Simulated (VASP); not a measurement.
A run of VASP 6.6.1 is set up as follows.

Contents of INCAR:

```
ALGO = Normal
EDIFF = 1E-7
EDIFFG = -0.005
ENCUT = 600
GGA = PE
IBRION = 2
ISIF = 3
ISMEAR = 0
LASPH = True
LCHARG = False
LREAL = False
LWAVE = False
NELM = 100
NSW = 60
PREC = Accurate
SIGMA = 0.05
```

KPOINTS

```
k-points
0
Gamma
  8 8 6
```

File POSCAR:

```
AlSi2Cl
1.0
    3.8028207600      0.0000000000      0.0000000000
   -1.9014103800      3.2933393800      0.0000000000
    0.0000000000      0.0000000000      4.9898621600
Al Si Cl
1 2 1
Direct
    0.6666666700      0.3333333300      0.5000000000
    0.0000000000      0.0000000000      0.7468175900
    0.0000000000      0.0000000000      0.2531824100
    0.3333333300      0.6666666700      0.0000000000
```

Potentials or basis: VASP PAW PBE potentials, release 64 (Al, Si, Cl).

The run is started by

```sh
$ cat potpaw_PBE.64/Al/POTCAR potpaw_PBE.64/Si/POTCAR potpaw_PBE.64/Cl/POTCAR > POTCAR
$ mpirun -np 1 vasp_std > vasp.out
```

(1) Predict the relaxed volume.

(2) What does it give for the space group after relaxing (to 0.05 Å)?

(3) Estimate the relaxed cell.

(4) What does it give for the band gap on the k mesh?

Results:

(1) 20.01 Å³/atom.

(2) P-6m2 (No. 187).

(3) a = 4.303 Å, b = 4.303 Å, c = 4.991 Å, α = 90.00°, β = 90.00°, γ = 120.00°.

(4) none (metal or under the smearing width).

Caveat: the volume moved by over 15 % at a fixed basis, so the end points are rough.
